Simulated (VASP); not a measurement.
**Ge: energy against strain**

Ge (diamond, Fd-3m, 22.123 Å³/atom and stress up to 0.22 GPa in the relaxed cell, cube axes along x, y and z) under an equal strain ε along x and y, with z held. LDA in VASP (plane waves, PAW), 480 eV, 10×10×10 Γ-centred mesh, Gaussian smearing 0.05 eV; ions are relaxed, or left where forces stay under 0.02 eV/Å, within the symmetry of each cell.

Here s stands for strain and y for E less E0.

| strain (%) | E less E0 (meV/atom) |
|---|---|
| -1.50 | 7.31 |
| -1.00 | 3.58 |
| -0.50 | 1.16 |
| 0.00 | 0.00 |
| 0.50 | -0.02 |
| 1.00 | 1.05 |
| 1.50 | 3.24 |
| 3.00 | ? |

Question: Fit y against s with a parabola, and predict the withheld value at s = 3.00.

Answer: Least squares gives y = -0.018 - 1.3179·s + 2.3490·s². Residuals (row less fit): 0.066, -0.069, -0.068, 0.018, 0.070, 0.037, -0.050; standard error 0.076 (degrees of freedom: 4). Twice the quadratic coefficient over the volume, 2 × 2.3490 meV × 10⁴ × 0.1602 / 22.123 Å³, is the elastic constants 2(C11 + C12) = 340 ± 5 GPa (± standard error of the fit, which holds the terms cut off). At the withheld row, y = -0.018 - 1.3179 × 3.0 + 2.3490 × 3.0² = 17.169 meV/atom. The calculation gives 16.04 meV/atom, 1.129 meV/atom below the prediction (7.0 % of the range of y in the table). The row lies outside the fitted rows, so this is an extrapolation. From the scatter of the fitted rows alone, a prediction at this place has a standard error of 0.289 meV/atom, so the miss is 3.9 times that.

A polynomial of degree 3 through the 12 other runs of the series gives 15.87 there, so most of the miss is curvature that the fit leaves out. This level leaves no gap over 0.05 eV at strain 0.50, 3.00 %. Rows are the converged runs of the series near zero and its far end; series whose fitted rows scatter by over a few per cent of the range, as at a crossing or softening among them, aren't shown in this form, nor equations of state whose B0' disagrees with the runs' pressures. Most that stay on the fit to the last digits aren't either.
